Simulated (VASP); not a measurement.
Level of theory: LDA (Ceperley-Alder, Perdew-Zunger), VASP's LDA PAW potentials (set 64) (plane waves; VASP).

The input files of a VASP run:

### KPOINTS
```
Automatic mesh
0
Gamma
8 8 2
0 0 0
```

File POSCAR:
```
MoS2
1.0
  1.5263639276  -2.6437393719   0.0000000000
  1.5263639276   2.6437393719   0.0000000000
  0.0000000000   0.0000000000  11.2333963524
Mo S
2 4
Cartesian
  1.5263639276   0.8812482198   2.8083490881
  1.5263639276  -0.8812482198   8.4250472643
  1.5263639276   0.8812482198   9.9880124834
  1.5263639276  -0.8812482198   4.3713143072
  1.5263639276  -0.8812482198   1.2453838690
  1.5263639276   0.8812482198   6.8620820452
```

**INCAR**
```
! general
SYSTEM  = MoS2
PREC    = Accurate
ENCUT   = 500
LREAL   = .False.
LASPH   = .True.

! electronic loop
EDIFF   = 1E-6
NELM    = 100
ALGO    = Normal
LMAXMIX = 4

! smearing
ISMEAR  = 0
SIGMA   = 0.05

! ions
IBRION  = 2
NSW     = 40
ISIF    = 3
EDIFFG  = -0.02
PSTRESS = 100

! output
LWAVE   = .False.
LCHARG  = .False.
```

POTCAR, in this order: Mo_sv S (LDA.64 set). Program: vasp_std.

Output of the run:

File OSZICAR:
```
       N       E                     dE             d eps       ncg     rms          rms(c)
DAV:   1     0.484733194365E+03    0.48473E+03   -0.29062E+04  1328   0.158E+03
DAV:   2    -0.208870069848E+02   -0.50562E+03   -0.49256E+03  1426   0.430E+02
DAV:   3    -0.507366709509E+02   -0.29850E+02   -0.29481E+02  1644   0.901E+01
DAV:   4    -0.512754027679E+02   -0.53873E+00   -0.53800E+00  1479   0.122E+01
DAV:   5    -0.512871332710E+02   -0.11731E-01   -0.11728E-01  1568   0.170E+00    0.414E+01
DAV:   6    -0.492487962697E+02    0.20383E+01   -0.16237E+01  1470   0.240E+01    0.140E+01
DAV:   7    -0.489775333494E+02    0.27126E+00   -0.74966E+00  1417   0.149E+01    0.967E+00
DAV:   8    -0.486604030990E+02    0.31713E+00   -0.15504E+00  1479   0.732E+00    0.317E+00
DAV:   9    -0.486718955870E+02   -0.11492E-01   -0.13764E-01  1655   0.176E+00    0.139E+00
DAV:  10    -0.486618273979E+02    0.10068E-01   -0.63434E-02  1473   0.151E+00    0.234E-01
DAV:  11    -0.486618590474E+02   -0.31649E-04   -0.28535E-03  1496   0.303E-01    0.170E-01
DAV:  12    -0.486618452512E+02    0.13796E-04   -0.18276E-04  1452   0.705E-02    0.100E-01
DAV:  13    -0.486618203944E+02    0.24857E-04   -0.15602E-04  1579   0.710E-02    0.224E-02
DAV:  14    -0.486618210735E+02   -0.67911E-06   -0.17292E-05  1515   0.266E-02    0.205E-02
DAV:  15    -0.486618202063E+02    0.86728E-06   -0.16888E-06  1086   0.864E-03
   1 F= -.43003243E+02 E0= -.43003243E+02  d E =-.430032E+02
```

**OUTCAR**
```
------------------------ aborting loop because EDIFF is reached ----------------------------------------
  FORCE on cell =-STRESS in cart. coord.  units (eV):
  Direction    XX          YY          ZZ          XY          YZ          ZX
  --------------------------------------------------------------------------------------
  Total        5.6799612      5.6799590      5.6102797      0.0000000     -0.0000000      0.0000000
  in kB      100.3779079    100.3778699     99.1464768      0.0000000     -0.0000000      0.0000000
  external PRESSURE =      -0.0325818 kB  Pullay stress =     100.0000000 kB
  volume of cell :       90.66
      direct lattice vectors                 reciprocal lattice vectors
     1.526363928 -2.643739372  0.000000000     0.327575876 -0.189126056  0.000000000
     1.526363928  2.643739372  0.000000000     0.327575876  0.189126056  0.000000000
     0.000000000  0.000000000 11.233396352     0.000000000  0.000000000  0.089020272
 POSITION                                       TOTAL-FORCE (eV/Angst)
 -----------------------------------------------------------------------------------
      1.52636      0.88125      2.80835        -0.000000     -0.000000     -0.000000
      1.52636     -0.88125      8.42505        -0.000000      0.000000     -0.000000
      1.52636      0.88125      9.98801         0.000000      0.000000     -0.011918
      1.52636     -0.88125      4.37131         0.000000     -0.000000     -0.011918
      1.52636     -0.88125      1.24538         0.000000     -0.000000      0.011918
      1.52636      0.88125      6.86208        -0.000000     -0.000000      0.011918
 -----------------------------------------------------------------------------------
    total drift:                               -0.000185      0.001490     -0.000030
  FREE ENERGIE OF THE ION-ELECTRON SYSTEM (eV)
  ---------------------------------------------------
  free  energy   TOTEN  =       -48.6618202063 eV

  energy  without entropy=      -48.6618201946  energy(sigma->0) =      -48.66182020
  enthalpy is  TOTEN    =       -43.0032432262 eV   P V=        5.6585769801

 reached required accuracy - stopping structural energy minimisation
```
(Selected blocks of OUTCAR.)

### OUTCAR
```
 val. band max:       10.0699548566   @ k =   0.0000   0.0000   0.0000

 cond. band min:      10.4127785251   @ k =   0.2500   0.1250   0.0000


 Fermi energy:        10.2326614394

 k-point     1 :       0.0000    0.0000    0.0000
  band No.  band energies     occupation
      1     -51.3578      2.00000
      2     -51.3577      2.00000
      3     -25.8072      2.00000
      4     -25.8065      2.00000
      5     -25.4219      2.00000
      6     -25.4219      2.00000
      7     -25.4219      2.00000
      8     -25.4219      2.00000
      9      -6.0747      2.00000
     10      -5.2378      2.00000
     11      -4.9336      2.00000
     12      -3.6196      2.00000
     13       1.7947      2.00000
     14       3.8406      2.00000
     15       5.2891      2.00000
     16       6.3442      2.00000
     17       6.3442      2.00000
     18       6.3828      2.00000
     19       6.3828      2.00000
     20       7.5192      2.00000
     21       7.5193      2.00000
     22       7.6753      2.00000
     23       7.6753      2.00000
     24       8.0466      2.00000
     25       9.3341      2.00000
     26      10.0700      2.00000
     27      11.9904      0.00000
     28      11.9908      0.00000
     29      11.9941      0.00000
     30      12.0000      0.00000
     31      12.0703      0.00000

 k-point     2 :       0.1250    0.0000    0.0000
  band No.  band energies     occupation
      1     -51.3479      2.00000
      2     -51.3479      2.00000
      3     -25.7893      2.00000
      4     -25.7887      2.00000
      5     -25.5103      2.00000
      6     -25.5103      2.00000
      7     -25.4417      2.00000
      8     -25.4416      2.00000
      9      -5.7972      2.00000
     10      -4.9669      2.00000
     11      -4.7778      2.00000
     12      -3.5438      2.00000
     13       2.0967      2.00000
     14       4.1221      2.00000
     15       4.9039      2.00000
     16       5.7720      2.00000
     17       5.8753      2.00000
...
```

The compound is MoS2 in the 2H layered structure. It was relaxed first under an external pressure of 10 GPa.
